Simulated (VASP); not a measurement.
All values below come from PBE GGA with D3 dispersion (Becke-Johnson damping), VASP's PBE PAW potentials (set 64) (plane waves; VASP).

VASP input:

File POSCAR:
```
Nb
1
   -1.6320056952     1.6320056952     1.6320056952
    1.6320056952    -1.6320056952     1.6320056952
    1.6320056952     1.6320056952    -1.6320056952
Nb
1
Direct
  0.0000000000   0.0000000000   0.0000000000
```

File KPOINTS:
```
Automatic mesh
0
Gamma
 16 16 16
0 0 0
```

**INCAR**
```
ALGO = Normal
EDIFF = 1E-7
ENCUT = 520
GGA = PE
ISIF = 2
ISMEAR = 1
IVDW = 12
LASPH = .True.
LCHARG = .False.
LMAXMIX = 4
LREAL = .False.
LWAVE = .False.
NELM = 100
PREC = Accurate
SIGMA = 0.1
SYSTEM = Nb
```

POTCAR, in this order: Nb_sv (PBE.64 set). Program: vasp_std.

The resulting files:

### OSZICAR
```
       N       E                     dE             d eps       ncg     rms          rms(c)
DAV:   1     0.118822044804E+03    0.11882E+03   -0.76148E+03  2908   0.131E+03
DAV:   2    -0.514198019591E+01   -0.12396E+03   -0.12099E+03  3110   0.450E+02
DAV:   3    -0.103272089479E+02   -0.51852E+01   -0.49326E+01  4390   0.784E+01
DAV:   4    -0.105767115840E+02   -0.24950E+00   -0.24737E+00  3972   0.158E+01
DAV:   5    -0.105870810737E+02   -0.10369E-01   -0.10359E-01  4402   0.264E+00    0.750E+00
DAV:   6    -0.102351766691E+02    0.35190E+00   -0.70571E-01  4486   0.114E+01    0.269E+00
DAV:   7    -0.101963058308E+02    0.38871E-01   -0.22271E-01  4534   0.639E+00    0.953E-01
DAV:   8    -0.102021682113E+02   -0.58624E-02   -0.13233E-02  3378   0.180E+00    0.403E-02
DAV:   9    -0.102022392330E+02   -0.71022E-04   -0.11627E-03  5004   0.324E-01    0.508E-02
DAV:  10    -0.102022605485E+02   -0.21316E-04   -0.29094E-05  3662   0.846E-02    0.213E-02
DAV:  11    -0.102022528753E+02    0.76733E-05   -0.86095E-06  3190   0.614E-02    0.419E-03
DAV:  12    -0.102022526804E+02    0.19489E-06   -0.36752E-07  4262   0.766E-03    0.166E-03
DAV:  13    -0.102022524913E+02    0.18907E-06   -0.22767E-08  1714   0.247E-03    0.426E-04
DAV:  14    -0.102022524794E+02    0.11915E-07   -0.58239E-09  1664   0.139E-03
   1 F= -.10965663E+02 E0= -.10965592E+02  d E =-.215036E-03
```

### OUTCAR
```
------------------------ aborting loop because EDIFF is reached ----------------------------------------
 Edisp (eV)   -0.76341
  FORCE on cell =-STRESS in cart. coord.  units (eV):
  Direction    XX          YY          ZZ          XY          YZ          ZX
  --------------------------------------------------------------------------------------
  Total      -0.03233    -0.03233    -0.03233    -0.00000    -0.00000    -0.00000
  in kB      -2.97872    -2.97872    -2.97872    -0.00000    -0.00000    -0.00000
  external pressure =       -2.98 kB  Pullay stress =        0.00 kB
  volume of cell :       17.39
      direct lattice vectors                 reciprocal lattice vectors
    -1.632005695  1.632005695  1.632005695     0.000000000  0.306371480  0.306371480
     1.632005695 -1.632005695  1.632005695     0.306371480  0.000000000  0.306371480
     1.632005695  1.632005695 -1.632005695     0.306371480  0.306371480  0.000000000
 POSITION                                       TOTAL-FORCE (eV/Angst)
 -----------------------------------------------------------------------------------
      0.00000      0.00000      0.00000        -0.000000     -0.000000      0.000000
 -----------------------------------------------------------------------------------
    total drift:                                0.000000      0.000000      0.000000
  FREE ENERGIE OF THE ION-ELECTRON SYSTEM (eV)
  ---------------------------------------------------
  free  energy   TOTEN  =       -10.9656632529 eV

  energy  without entropy=      -10.9654482169  energy(sigma->0) =      -10.96559157
```
(Selected blocks of OUTCAR.)

File OUTCAR:
```
 val. band max:       11.6696973674   @ k =  -0.4375   0.5000   0.1875

 cond. band min:      11.6845955659   @ k =   0.1875   0.0000   0.0000


 Fermi energy:        11.6827321477

 k-point     1 :       0.0000    0.0000    0.0000
  band No.  band energies     occupation
      1     -42.6433      2.00000
      2     -17.8602      2.00000
      3     -17.8602      2.00000
      4     -17.8602      2.00000
      5       5.6717      2.00000
      6      12.0364     -0.00001
      7      12.0364     -0.00001
      8      12.0364     -0.00001
      9      15.0643      0.00000
     10      15.0643      0.00000

 k-point     2 :       0.0625    0.0000    0.0000
  band No.  band energies     occupation
      1     -42.6328      2.00000
      2     -17.9228      2.00000
      3     -17.8790      2.00000
      4     -17.8608      2.00000
      5       5.8405      2.00000
      6      11.9310     -0.00250
      7      12.0114     -0.00003
      8      12.1981     -0.00000
      9      14.8993      0.00000
     10      15.0639      0.00000

 k-point     3 :       0.1250    0.0000    0.0000
  band No.  band energies     occupation
      1     -42.6028      2.00000
      2     -18.0985      2.00000
      3     -17.9322      2.00000
      4     -17.8624      2.00000
      5       6.3156      2.00000
      6      11.6464      1.57268
      7      11.9006     -0.00861
      8      12.6755     -0.00000
      9      14.5823      0.00000
     10      15.0735      0.00000

 k-point     4 :       0.1875    0.0000    0.0000
  band No.  band energies     occupation
      1     -42.5576      2.00000
      2     -18.3548      2.00000
      3     -18.0109      2.00000
      4     -17.8649      2.00000
      5       6.9927      2.00000
      6      11.2565      2.00000
      7      11.6846      0.96847
      8      13.4448     -0.00000
      9      14.4252      0.00000
     10      15.1187      0.00000

 k-point     5 :       0.2500    0.0000    0.0000
...
```

The compound is Nb in the bcc structure. It was relaxed first.
